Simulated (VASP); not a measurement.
Here is the system:

```
CELL_PARAMETERS angstrom
      2.96237     0.00000     0.00000
      0.00000     2.96237     0.00000
      0.00000     0.00000     2.96237
ATOMIC_POSITIONS crystal
  Zn 0.50000 0.50000 0.50000
  Cu 0.00000 0.00000 0.00000
```

All values below come from optB88-vdW, VASP's PBE PAW potentials (set 64) (plane waves; VASP 6.6.1). Run with 520 eV cut-off, Gaussian smearing of 0.050 eV, potentials Zn Cu.

Problem. Estimate the band gap (along the path) with the smallest direct gap where there is one.

Solution. 
The band gap (along the path) is none (metal, semimetal or under 0.01 eV).

Only differences to runs with the same potentials and settings are physical.

The compound is CuZn in the CsCl type structure. It was relaxed first. The electron count is odd and the run is not spin-polarised, which forces a metal.
